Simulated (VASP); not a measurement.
```xyz
2
Lattice="3.4640 0.0000 0.0000 -1.7320 2.9999 0.0000 0.0000 0.0000 3.3807" Properties=species:S:1:pos:R:3 pbc="T T T"
Pt     0.1200     0.0500     0.0000
As     1.7320     1.0000     1.6903
```

These are PBE GGA, VASP's PBE PAW potentials (set 64) (plane waves; VASP) values and carry that method's errors. Run with 400 eV cut-off, 7×7×6 Γ-centred mesh, Gaussian smearing of 0.050 eV, potentials Pt As.

**Question.** The ions are relaxed. Predict the relaxed structure.

**Answer.** 
```xyz
2
Lattice="3.4640 0.0000 0.0000 -1.7320 2.9999 0.0000 0.0000 0.0000 3.3807" Properties=species:S:1:pos:R:3 pbc="T T T"
Pt     0.0596     0.0255     0.0000
As     1.7924     1.0244     1.6903
```
Space group P-6m2 (187), at a tolerance of 0.03 Å.

**Question.** How much energy does the relaxation gain?

**Answer.** The energy (σ→0) changes by -16.4 meV/atom, in 4 ionic steps.

```csv
step,E(σ→0) (eV),max force (eV/Å),pressure (GPa),volume (Å³)
1,-10.6748,0.500,6.50,35.13
2,-10.6942,0.310,5.98,35.13
3,-10.7069,0.066,5.71,35.13
4,-10.7075,0.005,5.69,35.13
```

The structure was generated: AsPt was put into the WC type (P-6m2), which need not be its known phase. In the starting cell atoms are displaced from their ideal sites. This run relaxes the ions in a fixed cell. Symmetry was kept, so distortions that lower it aren't found. The k-mesh is coarse (spacing up to 0.31 per Å, 2π included), so the numbers may not be converged in it. The electron count is odd and the run is not spin-polarised, which forces a metal.
